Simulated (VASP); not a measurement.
Si2B3, 10 atoms in the cell. It takes space group P4/mmm (No. 123, tetragonal). The conventional cell has a = 4.304 Å, b = 4.304 Å, c = 7.055 Å, α = 90.00°, β = 90.00°, γ = 90.00°. Si (site symmetry m2m) has 4 Si at 2.04 to 2.26 Å as nearest neighbours. Around B (site symmetry m2m) lie 1 B at 1.19 Å. B (site symmetry 4mm) is surrounded by 4 Si at 2.35 Å and 4 B at 2.39 Å. The cell was built by a generator and needn't be a form met in nature.

* Program: VASP 6.6.1
* Task: relaxation of cell and atoms
* Functional: PBE
* Potentials or basis: VASP PAW PBE potentials, release 64 (Si, B)
* Cutoff: 520 eV
* k mesh: 4 × 4 × 3
* Occupations: gaussian, width 0.15 eV
* Spin: no spin polarisation
* Further INCAR settings: PREC = Normal; LREAL = Auto; ALGO = Fast; EDIFF = 0.0001; IBRION = 2; EDIFFG = -0.08; NSW = 24; ISIF = 3

Potentials or basis: VASP PAW PBE potentials, release 64 (Si, B).

Command:

```console
$ cat potpaw_PBE.64/Si/POTCAR potpaw_PBE.64/B/POTCAR > POTCAR
$ mpirun -np 1 vasp_std > vasp.out
```

Hardware: 1 thread of Intel(R) Xeon(R) Platinum 8488C (Sapphire Rapids) (shared host).

**Question.** Estimate the wall time of this run.

**Answer.** It took 4.2 min on 1 thread of Intel(R) Xeon(R) Platinum 8488C (Sapphire Rapids) (shared host), peak memory 0.18 GiB. Counts: scf iterations 269, k points 12, ion steps 19.
